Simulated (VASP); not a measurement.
Calculation: r2SCAN meta-GGA, VASP's PBE PAW potentials (set 64) (plane waves; VASP).

VASP input:

File POSCAR:
```
Rh
1
    0.0000000000     1.9380000000     1.9380000000
    1.9380000000     0.0000000000     1.9380000000
    1.9380000000     1.9380000000     0.0000000000
Rh
1
Direct
  0.0000000000   0.0000000000   0.0000000000
```

File KPOINTS:
```
Automatic mesh
0
Gamma
15 15 15
0 0 0
```

**INCAR**
```
! general
SYSTEM   =  Rh
PREC     =  Accurate
ENCUT    =  400
LREAL    =  .False.
LASPH    =  .True.

! electronic loop
EDIFF    =  1E-6
NELM     =  100
ALGO     =  Normal
LMAXMIX  =  4
LMIXTAU  =  .True.

! smearing
ISMEAR   =  1
SIGMA    =  0.1

! functional
METAGGA  =  R2SCAN

! ions
ISIF     =  2

! output
LWAVE    =  .False.
LCHARG   =  .False.
```

POTCAR, in this order: Rh_pv (PBE.64 set). Program: vasp_std.

Q: Estimate the energy per atom (σ→0), pressure, band gap (on the k-mesh).

A: 
| Item | Result |
|---|---|
| energy per atom (σ→0) | -24.102 eV/atom |
| band gap (on the k-mesh) | none (metal, semimetal or under 0.01 eV) |
| pressure | -14.63 GPa |

### OSZICAR
```
...
DAV:  11    -0.241021319329E+02   -0.88283E-04   -0.61520E-04  3108   0.359E-01    0.398E-02
DAV:  12    -0.241022007135E+02   -0.68781E-04   -0.98374E-05  2919   0.106E-01    0.364E-02
DAV:  13    -0.241021724961E+02    0.28217E-04   -0.78278E-05  2901   0.133E-01    0.428E-03
DAV:  14    -0.241021879034E+02   -0.15407E-04   -0.75249E-06  2998   0.235E-02    0.193E-03
DAV:  15    -0.241021845090E+02    0.33944E-05   -0.38533E-07  1790   0.741E-03    0.120E-03
DAV:  16    -0.241021864533E+02   -0.19443E-05   -0.85637E-08  1605   0.316E-03    0.596E-04
DAV:  17    -0.241021859925E+02    0.46076E-06   -0.31515E-08  1524   0.175E-03
   1 F= -.24102186E+02 E0= -.24102252E+02  d E =0.196647E-03
```

The compound is Rh in the fcc structure. The cell was not relaxed at this level. The run is one of a series of settings (GGA removed, LMIXTAU = .TRUE., METAGGA = R2SCAN against the base run), some of them coarse on purpose.
